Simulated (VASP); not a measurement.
# Band-edge properties of Tl2Se (Fm-3m)

Wanted: where the band edges of Tl2Se lie, how heavy the carriers are and how strain moves the gap. The cell is generated by rule, not measured, and may not be a known phase.

Program: VASP 6.6.1. Level of theory: PBEsol; plane waves and PAW (Se, Tl_d), in the first sound run; inputs show where later runs differ. Results are calculated unless marked as measured.

Report form: the programs' logs are mostly left out.

The structure was built from a prototype and need not be the compound's stable phase.

## (1) Starting point

It takes space group Fm-3m (No. 225, cubic). The conventional cell has a = 6.375 Å, b = 6.375 Å, c = 6.375 Å, α = 90.00°, β = 90.00°, γ = 90.00°. Nearest to Se lie 8 Tl at 2.76 Å. Tl has 4 Se at 2.76 Å nearest. Farther neighbours and most contacts between anions are not listed.

As a file:

```cif
data_structure
_symmetry_space_group_name_H-M 'P 1'
_symmetry_Int_Tables_number 1
_cell_length_a 4.5077
_cell_length_b 4.5077
_cell_length_c 4.5077
_cell_angle_alpha 60.000
_cell_angle_beta 60.000
_cell_angle_gamma 60.000
_cell_volume 64.77
loop_
_atom_site_label
_atom_site_type_symbol
_atom_site_fract_x
_atom_site_fract_y
_atom_site_fract_z
_atom_site_occupancy
Se1 Se 0.00000 0.00000 0.00000 1
Tl2 Tl 0.25000 0.25000 0.25000 1
Tl3 Tl 0.75000 0.75000 0.75000 1
```

## (2) Relaxation of the atoms

The cell is kept as given; the atoms are relaxed first, so that no residual force shifts the band edges.

The input, INCAR:

```
SYSTEM = Tl2Se
PREC = Accurate
ENCUT = 400
EDIFF = 1E-06
NELM = 100
ISMEAR = 0
SIGMA = 0.02
LREAL = .FALSE.
ALGO = Normal
GGA = PS
NBANDS = 22
LORBIT = 11
LWAVE = .FALSE.
LCHARG = .FALSE.
KPAR = 4
IBRION = 2
NSW = 40
ISIF = 2
EDIFFG = -0.005
```

The input, POSCAR:

```
Tl2Se
1.0
    0.0000000000      3.1874400000      3.1874400000
    3.1874400000      0.0000000000      3.1874400000
    3.1874400000      3.1874400000      0.0000000000
Se Tl
1 2
Direct
    0.0000000000      0.0000000000      0.0000000000
    0.2500000000      0.2500000000      0.2500000000
    0.7500000000      0.7500000000      0.7500000000
```

The input, KPOINTS:

```
Automatic mesh
0
Gamma
8 8 8
0 0 0
```

The projector-augmented-wave data sets are Se and Tl_d (PBE family, release 64).

Started as:

```console
$ mpirun -np 4 vasp_std
```

Elapsed: 7.8 s, on 4 MPI ranks of Intel Xeon 6975P-C (Granite Rapids), shared host; peak memory 0.68 GiB.

The PAW data sets were made with PBE, which is usual practice but a small mismatch for other functionals. The run keeps the 48 symmetry operations of its start, so it cannot find a distortion of lower symmetry.

The forces vanish from the start, and no atom moves.

This step gave:

- SCF cycles: 12
- electrons: 32
- bands: 22
- irreducible k-points: 29
- symmetry operations: 48
- free energy (TOTEN): -7.564 eV
- energy at zero smearing: -7.564 eV
- Fermi energy: 8.935 eV
- pressure: 31.50 GPa
- metallic: yes

## (3) Bands on a dense mesh

A dense even mesh and a path are solved together, since either alone can miss a band edge.

INCAR, as its differences from that of step 2:

```diff
@@ -10,3 +10,3 @@
 GGA = PS
-NBANDS = 22
+NBANDS = 29
 LORBIT = 11
@@ -15,5 +15,2 @@
 KPAR = 4
-IBRION = 2
-NSW = 40
 ISIF = 2
-EDIFFG = -0.005
```

POSCAR is that of step 2.

The input, KPOINTS:

```
Automatic mesh
0
Gamma
12 12 12
0 0 0
```

The input, KPOINTS_OPT:

```
Line mode
24
Line-mode
Reciprocal
  0.00000000   0.00000000   0.00000000 GAMMA
  0.50000000   0.00000000   0.50000000 X

  0.50000000   0.00000000   0.50000000 X
  0.50000000   0.25000000   0.75000000 W

  0.50000000   0.25000000   0.75000000 W
  0.37500000   0.37500000   0.75000000 K

  0.37500000   0.37500000   0.75000000 K
  0.00000000   0.00000000   0.00000000 GAMMA

  0.00000000   0.00000000   0.00000000 GAMMA
  0.50000000   0.50000000   0.50000000 L

  0.50000000   0.50000000   0.50000000 L
  0.62500000   0.25000000   0.62500000 U

  0.62500000   0.25000000   0.62500000 U
  0.50000000   0.25000000   0.75000000 W

  0.50000000   0.25000000   0.75000000 W
  0.50000000   0.50000000   0.50000000 L

  0.50000000   0.50000000   0.50000000 L
  0.37500000   0.37500000   0.75000000 K

  0.62500000   0.25000000   0.62500000 U
  0.50000000   0.00000000   0.50000000 X
```

Started as:

```console
$ mpirun -np 4 vasp_std
```

Wall time 47 s (4 MPI ranks); peak memory 1.1 GiB; 3.1 min of CPU time.

Numbers from this step:

* bands: 29
* irreducible k-points: 72
* free energy (TOTEN): -7.566 eV
* energy at zero smearing: -7.566 eV
* Fermi energy: 8.920 eV
* pressure: 31.63 GPa

The electronic bands at the labelled points (eV, zero at the Fermi level; # counts the bands kept):

```
          point     #2     #3     #4     #5     #6     #7     #8    #9
              Γ  -3.23  -3.23  -3.23  -1.94  -0.33  -0.33  -0.33  5.60
0.48 of the way  -4.71  -4.71  -4.28  -2.03   1.51   1.51   1.88  4.61
              X  -5.91  -5.91  -5.15  -1.89   1.55   4.56   4.56  6.40
0.48 of the way  -7.22  -6.16  -3.43  -1.19   0.87   3.08   4.73  5.99
              W  -8.35  -6.41  -1.06  -1.06   0.30   1.13   5.25  5.25
0.48 of the way  -8.11  -6.04  -2.40  -0.09   0.07   1.87   4.59  5.19
              K  -8.10  -5.39  -3.43  -0.03   0.40   2.83   3.69  4.98
0.48 of the way  -6.57  -3.89  -2.94  -1.84   0.85   1.48   3.34  4.42
              Γ  -3.23  -3.23  -3.23  -1.94  -0.33  -0.33  -0.33  5.60
0.48 of the way  -5.03  -3.76  -3.76  -1.30   0.58   0.58   2.41  4.66
              L  -5.91  -4.15  -4.15   0.86   0.98   0.98   2.73  5.69
0.48 of the way  -7.09  -4.64  -3.22  -0.61   1.63   1.91   3.33  4.76
              U  -8.10  -5.39  -3.43  -0.03   0.40   2.83   3.69  4.98
0.48 of the way  -8.11  -5.98  -2.53  -0.02   0.06   1.97   4.51  5.17
              W  -8.35  -6.41  -1.06  -1.06   0.30   1.13   5.25  5.25
0.48 of the way  -7.45  -5.13  -2.59  -0.93   1.56   2.09   3.02  5.16
              L  -5.91  -4.15  -4.15   0.86   0.98   0.98   2.73  5.69
0.48 of the way  -7.09  -4.64  -3.22  -0.61   1.63   1.91   3.33  4.76
              K  -8.10  -5.39  -3.43  -0.03   0.40   2.83   3.69  4.98
      jump to U  -8.10  -5.39  -3.43  -0.03   0.40   2.83   3.69  4.98
0.48 of the way  -7.05  -5.76  -4.13  -1.40   1.17   3.88   4.21  5.95
              X  -5.91  -5.91  -5.15  -1.89   1.55   4.56   4.56  6.40
```

Of the projections kept (Se, Tl), the largest for each band there; the rest of the weight can lie on other orbitals:

```
point       #2       #3       #4       #5       #6       #7       #8       #9
    Γ  Se 0.75  Se 0.75  Se 0.75  Tl 1.00  Tl 0.89  Tl 0.89  Tl 0.89  Tl 0.99
    X  Se 0.60  Se 0.60  Tl 0.97  Tl 0.75  Se 0.68  Se 0.52  Se 0.52  Tl 0.75
    W  Tl 0.79  Se 0.57  Tl 0.57  Tl 0.57  Tl 0.76  Se 0.60  Tl 0.58  Tl 0.58
    K  Tl 0.71  Se 0.61  Tl 0.77  Tl 0.63  Se 0.57  Tl 0.55  Tl 0.51  Tl 0.83
    Γ  Se 0.75  Se 0.75  Se 0.75  Tl 1.00  Tl 0.89  Tl 0.89  Tl 0.89  Tl 0.99
    L  Tl 0.80  Se 0.67  Se 0.67  Tl 0.60  Tl 0.88  Tl 0.88  Se 0.56  Tl 0.82
```

At 31.6 GPa the cell is away from the equilibrium volume of this level: left free, it would expand.

## (4) Bands with spin-orbit coupling

This step: PBEsol, spin-orbit coupling; plane waves and PAW (Se, Tl_d); invented cell (VASP 6.6.1).

Spin-orbit coupling can split and shift the band edges, more so for heavy elements, so the bands are solved again with spinors.

INCAR, as its differences from that of step 3:

```diff
@@ -10,3 +10,8 @@
 GGA = PS
-NBANDS = 29
+LNONCOLLINEAR = .TRUE.
+MAGMOM = 0 0 0 0 0 0 0 0 0
+NBANDS = 44
+GGA_COMPAT = .FALSE.
+LASPH = .TRUE.
+LSORBIT = .TRUE.
 LORBIT = 11
```

POSCAR is that of step 3.

The input, KPOINTS:

```
Automatic mesh
0
Gamma
8 8 8
0 0 0
```

KPOINTS_OPT, as its differences from that of step 3:

```diff
@@ -1,3 +1,3 @@
 Line mode
-24
+16
 Line-mode
```

Started as:

```console
$ mpirun -np 4 vasp_ncl
```

Elapsed: 1.8 min, on 4 MPI ranks; peak memory 1.4 GiB; 7 min of CPU time.

LASPH is on here and off in the session's scalar semilocal runs, so a comparison with those holds both changes.

Numbers from this step:

* bands: 44
* irreducible k-points: 29
* free energy (TOTEN): -8.211 eV
* energy at zero smearing: -8.211 eV
* Fermi energy: 8.771 eV
* pressure: 30.57 GPa

The spin moment in the PAW sphere vanishes on all atoms.

On-site spin-orbit energy by atom:

```
atom  on-site spin-orbit energy (eV)
 Se1                          -0.058
 Tl2                          -0.632
 Tl3                          -0.632
```

The electronic bands at the labelled points (eV, zero at the Fermi level; # counts the bands kept):

```
          point     #9    #10    #11    #12   #13   #14   #15   #16
              Γ  -1.77  -1.77  -1.32  -1.32  0.32  0.32  0.32  0.32
0.53 of the way  -1.80  -1.80   1.69   1.69  1.70  1.70  2.15  2.15
              X  -1.81  -1.81   1.66   1.66  4.36  4.36  4.89  4.89
0.47 of the way  -1.15  -1.15   1.02   1.02  3.18  3.18  4.79  4.79
              W  -0.90  -0.90   0.37   0.37  1.28  1.28  5.16  5.16
0.47 of the way  -0.13  -0.13   0.27   0.27  1.94  1.94  4.66  4.66
              K  -0.01  -0.01   0.56   0.56  2.85  2.85  3.82  3.82
0.47 of the way  -1.67  -1.67   0.90   0.90  1.62  1.62  3.36  3.36
              Γ  -1.77  -1.77  -1.32  -1.32  0.32  0.32  0.32  0.32
0.47 of the way  -1.24  -1.24   0.09   0.09  1.18  1.18  2.47  2.47
              L   0.58   0.58   0.96   0.96  1.49  1.49  2.86  2.86
0.47 of the way  -0.50  -0.50   1.62   1.62  2.01  2.01  3.39  3.39
              U  -0.01  -0.01   0.56   0.56  2.85  2.85  3.82  3.82
0.47 of the way  -0.07  -0.07   0.30   0.30  2.08  2.08  4.54  4.54
              W  -0.90  -0.90   0.37   0.37  1.28  1.28  5.16  5.16
0.53 of the way  -0.74  -0.74   1.67   1.67  2.10  2.10  3.16  3.16
              L   0.58   0.58   0.96   0.96  1.49  1.49  2.86  2.86
0.47 of the way  -0.50  -0.50   1.62   1.62  2.01  2.01  3.39  3.39
              K  -0.01  -0.01   0.56   0.56  2.85  2.85  3.82  3.82
      jump to U  -0.01  -0.01   0.56   0.56  2.85  2.85  3.82  3.82
0.47 of the way  -1.30  -1.30   1.27   1.27  3.82  3.82  4.37  4.37
              X  -1.81  -1.81   1.66   1.66  4.36  4.36  4.89  4.89
```

Of the projections kept (Se, Tl), the largest for each band there; the rest of the weight can lie on other orbitals:

```
point       #9      #10      #11      #12      #13      #14      #15      #16
    Γ  Tl 1.00  Tl 1.00  Tl 0.91  Tl 0.91  Tl 0.88  Tl 0.88  Tl 0.88  Tl 0.88
    X  Tl 0.75  Tl 0.75  Se 0.68  Se 0.68  Se 0.54  Se 0.54  Se 0.50  Se 0.50
    W  Tl 0.60  Tl 0.60  Tl 0.73  Tl 0.73  Se 0.60  Se 0.60  Tl 0.60  Tl 0.60
    K  Tl 0.62  Tl 0.62  Se 0.56  Se 0.56  Tl 0.54  Tl 0.54  Tl 0.52  Tl 0.52
    Γ  Tl 1.00  Tl 1.00  Tl 0.91  Tl 0.91  Tl 0.88  Tl 0.88  Tl 0.88  Tl 0.88
    L  Tl 0.89  Tl 0.89  Tl 0.61  Tl 0.61  Tl 0.87  Tl 0.87  Se 0.56  Se 0.56
```

## (5) Orbitals for bands with HSE06

This step: PBE; plane waves and PAW (Se, Tl_d); invented cell (VASP 6.6.1).

The hybrid starts from PBE orbitals, which saves many expensive cycles.

The input, INCAR:

```
SYSTEM = Tl2Se
PREC = Accurate
ENCUT = 400
EDIFF = 1E-05
NELM = 100
ISMEAR = 0
SIGMA = 0.02
LREAL = .FALSE.
ALGO = Normal
GGA = PE
NBANDS = 22
LORBIT = 11
LWAVE = .TRUE.
LCHARG = .FALSE.
KPAR = 4
```

POSCAR is that of step 4.

The input, KPOINTS:

```
Automatic mesh
0
Gamma
4 4 4
0 0 0
```

Started as:

```console
$ mpirun -np 4 vasp_std
```

Elapsed: 4 s, on 4 MPI ranks; peak memory 0.62 GiB.

The k-mesh is coarse for a metal.

This step gave:

```
bands                   : 22
irreducible k-points    : 8
free energy (TOTEN)     : -5.673 eV
energy at zero smearing : -5.672 eV
Fermi energy            : 9.464 eV
pressure                : 38.36 GPa
```

The run ends at a pressure of 38.36 GPa.

## (6) Bands with HSE06

This step: HSE06; plane waves and PAW (Se, Tl_d); invented cell (VASP 6.6.1).

A quarter of screened exact exchange corrects much of the semilocal gap error; its cost forces a coarser mesh.

The input, INCAR:

```
SYSTEM = Tl2Se
PREC = Accurate
ENCUT = 400
EDIFF = 1E-06
NELM = 100
ISMEAR = 0
SIGMA = 0.02
LREAL = .FALSE.
ALGO = Normal
LHFCALC = .TRUE.
AEXX = 0.25
GGA = PE
HFSCREEN = 0.2
LASPH = .TRUE.
NBANDS = 22
PRECFOCK = Fast
LORBIT = 11
LWAVE = .FALSE.
LCHARG = .FALSE.
KPAR = 4
ISIF = 2
```

POSCAR is that of step 5.

KPOINTS is that of step 5.

KPOINTS_OPT, as its differences from that of step 4:

```diff
@@ -1,3 +1,3 @@
 Line mode
-16
+8
 Line-mode
```

The run starts from files that an earlier step left in the folder.

Started as:

```console
$ mpirun -np 4 vasp_std
```

Wall time 2 min (4 MPI ranks).

The run ended with an error.

VASP's message: “internal error in CHECK_GEN_LAYOUT: G-vectors changed at ik:14 old: 1176 new: 1175”. No number of this run is used.

## (7) Bands with HSE06 (run 2)

INCAR is that of step 6.

POSCAR is that of step 6.

KPOINTS is that of step 6.

Started as:

```console
$ mpirun -np 4 vasp_std
```

Run time: 70 s. Hardware: 4 MPI ranks; peak memory 1 GiB; 4.5 min of CPU time.

The k-mesh is coarse for exact exchange; in a metal the Fermi energy and the levels can shift by several tenths of an eV on a finer one. This run has no path, so its gap is read on the mesh alone, an upper bound where the band edges lie off the mesh.

Numbers from this step:

| Item | Value |
| --- | --- |
| SCF cycles | 7 |
| free energy (TOTEN) | -7.318 eV |
| energy at zero smearing | -7.318 eV |
| Fermi energy | 9.554 eV |
| pressure | 37.27 GPa |

## (8) Outcome

```json
{"gap, PBEsol": "none", "gap with spin-orbit coupling": "none", "gap, HSE06 without spin-orbit coupling": "none"}
```

At this level the bands overlap or touch. Masses were not obtained, since there is no gap at this level. The strain response was not obtained, since there is no gap at this level.

[Lines on the potential files, build, host, timing and source positions are cut from VASP's logs without a mark.]

[Logs are printed without paths, hosts, clocks, repeated set-up lines and the standing remarks that a program may print on its own settings, such as how far it seeks lower states.]

[Hosts, paths, dates, database ids (printed as entryN), source tags and the programs' standing remarks are cut or masked in the printed files.]

[In band tables of VASP the shares of atoms and orbitals are scaled to a sum of 1 inside the atoms' spheres.]

[Gaps and slopes under strain along one axis are those of the sampled path and mesh points; where strain splits equal valleys, another of them can be the edge.]
